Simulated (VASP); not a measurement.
Here is the system:

```
GaN
1.0
    2.88921     0.00000     0.00000
   -1.44461     2.50213     0.00000
    0.00000     0.00000     4.93400
Ga N
2 2
Direct
  0.00000   0.00000   0.00000
  0.00000   0.00000   0.50000
  0.33333   0.66667   0.25000
  0.66667   0.33333   0.75000
```

Method: PBEsol GGA, VASP's PBE PAW potentials (set 64) (plane waves; VASP). Settings: 620 eV cut-off, 9×9×5 Γ-centred mesh, Gaussian smearing of 0.050 eV, potentials Ga_d N.

### Question
What does the run give for the energy per atom (σ→0), pressure?

### Answer

```yaml
energy per atom (σ→0): -5951 meV/atom
pressure: 20.04 GPa
```

The absolute energy has meaning only against runs of the same code, potentials and settings.

The structure was generated: GaN was put into the NiAs type type (P6_3/mmc), which need not be its known phase. It was relaxed first under an external pressure of 20 GPa.
